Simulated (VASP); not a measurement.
Input:

```yaml
crystal:
  lattice:
    - [2.78342, 0.00000, 0.00000]
    - [0.00000, 2.78342, 0.00000]
    - [0.00000, 0.00000, 2.78342]
  atoms:
    - { symbol: Cl, position: [0.00000, 0.00000, 0.00000] }
```

These are PBEsol GGA, VASP's PBE PAW potentials (set 64) (plane waves; VASP) values and carry that method's errors. Settings: 400 eV cut-off, Gaussian smearing of 0.050 eV, potentials Cl.

**Question.** Give the energies of bands 2 to 4 at the high-symmetry points, in eV from the Fermi level.

**Answer.** 
```csv
band,Γ,X,M,R
2,-0.13,-5.74,-4.42,-3.33
3,-0.13,0.58,-4.42,-3.33
4,-0.13,0.58,1.20,-3.33
```

It has no gap at this level: it comes out as a metal or semimetal.

The structure was generated: Cl was put into the simple-cubic type (Pm-3m), which need not be its known phase. It was relaxed first, which changed the volume by -10 %.
